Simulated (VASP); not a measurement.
CsC: energy against volume and a worked fit

```
CELL_PARAMETERS angstrom
3.82330 0.00000 0.00000
0.00000 3.82330 0.00000
0.00000 0.00000 3.82330
ATOMIC_POSITIONS crystal
Cs 0.00000 0.00000 0.00000
C 0.50000 0.50000 0.50000
```

The cell comes from a database or a generator and needn't be the stable form of this composition.

The cell was scaled at fixed shape and fractions and run with VASP, PBE PAW files C, Cs_sv, 520 eV; PBE, k mesh 7 × 7 × 7 on the cell of 2 atoms, fermi-dirac occupations of 0.05 eV, no spin polarisation, no spin-orbit coupling. Energies are those that the program minimises, any entropy of the smearing included. For a metal such a mesh isn't converged to the digits shown.

```tsv
V (Å³/atom)	energy over the lowest row (meV/atom)
26.2672	6.548
26.8260	?
27.3849	0.816
27.9438	0.000
28.5027	0.334
29.0615	1.693
29.6204	3.969
```

Fit the third-order Birch-Murnaghan form, give V0, B0 and B′, and predict the energy left open.

With y = (V0/V)^(2/3), E = E0 + (9 V0 B0/16) [(y - 1)³ B′ + (y - 1)² (6 - 4y)]. Least squares through the rows shown give V0 = 28.0510 Å³/atom, E0 = -0.024 meV, B0 = 16.26 GPa (1 eV/Å³ = 160.218 GPa) and B′ = 5.05, with a largest miss of 0.003 meV. At V = 26.8260 the form with these constants gives 2.946 meV; the run gave 2.942 meV an atom.
